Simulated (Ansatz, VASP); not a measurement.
# One calculation of NaLiB2, two programs

```
Na Li B
1.0
     4.41141    0.00000    0.00000
    -2.20571    3.82039    0.00000
     0.00000    0.00000    3.15456
Na Li B
1 1 2
Direct
  0.33333 0.66667 0.50000
  0.00000 0.00000 0.00000
  0.66667 0.33333 0.00000
  0.66667 0.33333 0.50000
```

Alike in both runs: task relaxation of cell and atoms; functional PBE; k mesh 12 × 12 × 12; occupations fermi-dirac, width 0.15 eV; no spin polarisation.

```csv
,VASP,Ansatz
version,VASP 6.6.1,Ansatz 0.2.0
potentials or method,"VASP PAW PBE potentials, release 64 (Na_pv, Li_sv, B)","scalar-relativistic, plane waves, PAW"
plane-wave cutoff (eV),600,420
valence electrons in the cell,16,18
```

```csv
,VASP,Ansatz,Ansatz less VASP
"gap on the k mesh at the Fermi level, each at its own relaxed structure (eV)",none,none,-
relaxed volume (Å³/atom),13.28,13.28,+0.003
relaxed cell length with the largest relative difference (Å),3.156,3.156,+0.0004
```

A gap of «none» marks a metal or a gap that the smearing closes. The two sets of potentials don't hold the same shells in valence.

Caveats: the cutoff is under 1.25 times the usual one of these potentials, so pressure, stress and relaxed cells hold a basis-set (Pulay) error (VASP).
